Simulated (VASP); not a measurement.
Output of a VASP run:

OUTCAR:
```
 ion  position               nearest neighbor table
   1  0.000  0.000  0.000-
  LATTYP: Found a face centered cubic cell.
 ALAT       =     4.0800000000
 Subroutine PRICEL returns:
 Original cell was already a primitive cell.
 Subroutine GETGRP returns: Found 48 space group operations
The static configuration has the point symmetry O_h .
The dynamic configuration has the point symmetry O_h .
 Subroutine INISYM returns: Found 48 space group operations
 Subroutine IBZKPT returns following result:
 Found    104 irreducible k-points:

 Following reciprocal coordinates:
            Coordinates               Weight
  0.000000  0.000000  0.000000      1.000000
  0.071429  0.000000  0.000000      8.000000
  0.142857  0.000000  0.000000      8.000000
  0.214286  0.000000  0.000000      8.000000
  0.285714  0.000000  0.000000      8.000000
  0.357143  0.000000  0.000000      8.000000
  0.428571  0.000000  0.000000      8.000000
  0.500000  0.000000  0.000000      4.000000
  0.071429  0.071429  0.000000      6.000000
  0.142857  0.071429  0.000000     24.000000
  0.214286  0.071429  0.000000     24.000000
  0.285714  0.071429  0.000000     24.000000
  0.357143  0.071429  0.000000     24.000000
  0.428571  0.071429  0.000000     24.000000
  0.500000  0.071429  0.000000     24.000000
 -0.428571  0.071429  0.000000     24.000000
 -0.357143  0.071429  0.000000     24.000000
 -0.285714  0.071429  0.000000     24.000000
 -0.214286  0.071429  0.000000     24.000000
 -0.142857  0.071429  0.000000     24.000000
 -0.071429  0.071429  0.000000     12.000000
  0.142857  0.142857  0.000000      6.000000
  0.214286  0.142857  0.000000     24.000000
  0.285714  0.142857  0.000000     24.000000
  0.357143  0.142857  0.000000     24.000000
  0.428571  0.142857  0.000000     24.000000
  0.500000  0.142857  0.000000     24.000000
 -0.428571  0.142857  0.000000     24.000000
 -0.357143  0.142857  0.000000     24.000000
 -0.285714  0.142857  0.000000     24.000000
 -0.214286  0.142857  0.000000     24.000000
 -0.142857  0.142857  0.000000     12.000000
  0.214286  0.214286  0.000000      6.000000
  0.285714  0.214286  0.000000     24.000000
  0.357143  0.214286  0.000000     24.000000
  0.428571  0.214286  0.000000     24.000000
  0.500000  0.214286  0.000000     24.000000
 -0.428571  0.214286  0.000000     24.000000
 -0.357143  0.214286  0.000000     24.000000
 -0.285714  0.214286  0.000000     24.000000
   k-points           NKPTS =    104   k-points in BZ     NKDIM =    104   number of bands    NBANDS=      9
   number of dos      NEDOS =    301   number of ions     NIONS =      1
   total plane-waves  NPLWV =  13824
   dimension x,y,z NGX =    24 NGY =   24 NGZ =   24
   dimension x,y,z NGXF=    48 NGYF=   48 NGZF=   48
   ions per type =               1
   PREC   = accura    normal or accurate (medium, high low for compatibility)
   ISTART =      0    job   : 0-new  1-cont  2-samecut
   ICHARG =      2    charge: 1-file 2-atom 10-const
   ISPIN  =      1    spin polarized calculation?
   LNONCOLLINEAR =      F non collinear calculations
   LSORBIT =      F    spin-orbit coupling
   INIWAV =      1    electr: 0-lowe 1-rand  2-diag
   ENCUT  =  520.0 eV  38.22 Ry    6.18 a.u.   5.36  5.36  5.36*2*pi/ulx,y,z
   NELM   =    100;   NELMIN=  2; NELMDL= -5     # of ELM steps
   EDIFF  = 0.1E-05   stopping-criterion for ELM
   LREAL  =      F    real-space projection
   NLSPLINE    = F    spline interpolate recip. space projectors
   LMAXMIX     =    6 max onsite mixed and CHGCAR
   VOSKOWN=      0    Vosko Wilk Nusair interpolation
   EDIFFG = -.1E-01   stopping-criterion for IOM
   NSW    =     60    number of steps for IOM
   NBLOCK =      1;   KBLOCK =     60    inner block; outer block
   IBRION =      2    ionic relax: 0-MD 1-quasi-New 2-CG
   NFREE  =      1    steps in history (QN), initial steepest desc. (CG)
...
```

File OSZICAR:
```
       N       E                     dE             d eps       ncg     rms          rms(c)
DAV:   1     0.448778397667E+02    0.44878E+02   -0.59692E+03  2073   0.110E+03
DAV:   2    -0.686176466386E+00   -0.45564E+02   -0.42998E+02  1939   0.198E+02
DAV:   3    -0.106038358931E+01   -0.37421E+00   -0.37385E+00  2227   0.191E+01
DAV:   4    -0.106145411605E+01   -0.10705E-02   -0.10705E-02  2170   0.104E+00
DAV:   5    -0.106146093519E+01   -0.68191E-05   -0.68199E-05  2151   0.804E-02    0.950E+00
DAV:   6    -0.800561861469E+00    0.26090E+00   -0.83791E-01  1908   0.895E+00    0.592E+00
DAV:   7    -0.779745447293E+00    0.20816E-01   -0.81589E-02  2005   0.275E+00    0.273E+00
DAV:   8    -0.777198524664E+00    0.25469E-02   -0.19520E-03  2003   0.503E-01    0.239E-01
DAV:   9    -0.777191063412E+00    0.74613E-05   -0.60660E-06  2088   0.286E-02    0.104E-02
DAV:  10    -0.777196093425E+00   -0.50300E-05   -0.27435E-06  2084   0.217E-02    0.134E-03
DAV:  11    -0.777196081162E+00    0.12263E-07   -0.34300E-08   968   0.188E-03
   1 F= -.77719608E+00 E0= -.77735448E+00  d E =-.777196E+00
       N       E                     dE             d eps       ncg     rms          rms(c)
DAV:   1    -0.150436831564E+01   -0.72717E+00   -0.15464E+01  1909   0.443E+01    0.564E+00
DAV:   2    -0.798414822324E+00    0.70595E+00   -0.23078E+00  1885   0.149E+01    0.262E+00
DAV:   3    -0.766390111751E+00    0.32025E-01   -0.14772E-01  1945   0.355E+00    0.199E+00
DAV:   4    -0.766054758207E+00    0.33535E-03   -0.39768E-03  2001   0.611E-01    0.336E-01
DAV:   5    -0.766054703285E+00    0.54922E-07   -0.80272E-04  2199   0.214E-01    0.913E-03
DAV:   6    -0.766066051463E+00   -0.11348E-04   -0.10812E-05  2046   0.322E-02    0.385E-03
DAV:   7    -0.766066069972E+00   -0.18509E-07   -0.42743E-07  1051   0.682E-03
   2 F= -.76606607E+00 E0= -.76615082E+00  d E =0.111300E-01
       N       E                     dE             d eps       ncg     rms          rms(c)
DAV:   1    -0.107539412013E+01   -0.30933E+00   -0.59540E+00  1916   0.271E+01    0.323E+00
DAV:   2    -0.795253157601E+00    0.28014E+00   -0.99807E-01  1887   0.957E+00    0.102E+00
DAV:   3    -0.784627173625E+00    0.10626E-01   -0.52630E-02  1960   0.209E+00    0.768E-01
DAV:   4    -0.784836001769E+00   -0.20883E-03   -0.27385E-03  2006   0.424E-01    0.151E-01
DAV:   5    -0.784779137583E+00    0.56864E-04   -0.63635E-05  1974   0.771E-02    0.115E-02
DAV:   6    -0.784784553382E+00   -0.54158E-05   -0.11850E-06  2035   0.982E-03    0.134E-03
DAV:   7    -0.784784858105E+00   -0.30472E-06   -0.11867E-07   963   0.330E-03
   3 F= -.78478486E+00 E0= -.78500761E+00  d E =-.758878E-02
```

### OUTCAR
```
------------------------ aborting loop because EDIFF is reached ----------------------------------------
  FORCE on cell =-STRESS in cart. coord.  units (eV):
  Direction    XX          YY          ZZ          XY          YZ          ZX
  --------------------------------------------------------------------------------------
  Total       -0.0064860     -0.0064860     -0.0064860     -0.0000000     -0.0000000     -0.0000000
  in kB       -0.5943939     -0.5943939     -0.5943939     -0.0000000     -0.0000000     -0.0000000
  external PRESSURE =      -0.5943939 kB  Pullay stress =       0.0000000 kB
  volume of cell :       17.48
      direct lattice vectors                 reciprocal lattice vectors
     0.000000000  2.059970916  2.059970916    -0.242721874  0.242721874  0.242721874
     2.059970916  0.000000000  2.059970916     0.242721874 -0.242721874  0.242721874
     2.059970916  2.059970916  0.000000000     0.242721874  0.242721874 -0.242721874
 POSITION                                       TOTAL-FORCE (eV/Angst)
 -----------------------------------------------------------------------------------
      0.00000      0.00000      0.00000         0.000000     -0.000000      0.000000
 -----------------------------------------------------------------------------------
    total drift:                               -0.000000     -0.000000      0.000000
  FREE ENERGIE OF THE ION-ELECTRON SYSTEM (eV)
  ---------------------------------------------------
  free  energy   TOTEN  =        -0.7847848581 eV

  energy  without entropy=       -0.7854531188  energy(sigma->0) =       -0.78500761

 reached required accuracy - stopping structural energy minimisation
```
(Selected blocks of OUTCAR.)

File POSCAR:
```
Au
1
    0.0000000000     2.0400000000     2.0400000000
    2.0400000000     0.0000000000     2.0400000000
    2.0400000000     2.0400000000     0.0000000000
Au
1
Direct
  0.0000000000   0.0000000000   0.0000000000
```

Task: Reconstruct the remaining input files.

Result: Several could match; the one computed here: the input of the run itself, optB86b-vdW, plane waves, VASP's PBE PAW potentials (set 64).

KPOINTS:
```
Regular mesh
0
G
 14 14 14
0 0 0
```

### INCAR
```
AGGAC=0.0
ALGO=Normal
EDIFF=1E-6
EDIFFG=-0.01
ENCUT=520
GGA=MK
IBRION=2
ISIF=3
ISMEAR=1
LASPH=.True.
LCHARG=.False.
LMAXMIX=6
LREAL=.False.
LUSE_VDW=.True.
LWAVE=.False.
NELM=100
NSW=60
PARAM1=0.1234
PARAM2=1.0
PREC=Accurate
SIGMA=0.1
SYSTEM=Au
```

POTCAR, in this order: Au (PBE.64 set). Program: vasp_std.

Energy and stress use the plane-wave basis of the starting cell.

The compound is Au in the fcc structure. This run relaxes it. Symmetry was kept, so distortions that lower it aren't found.
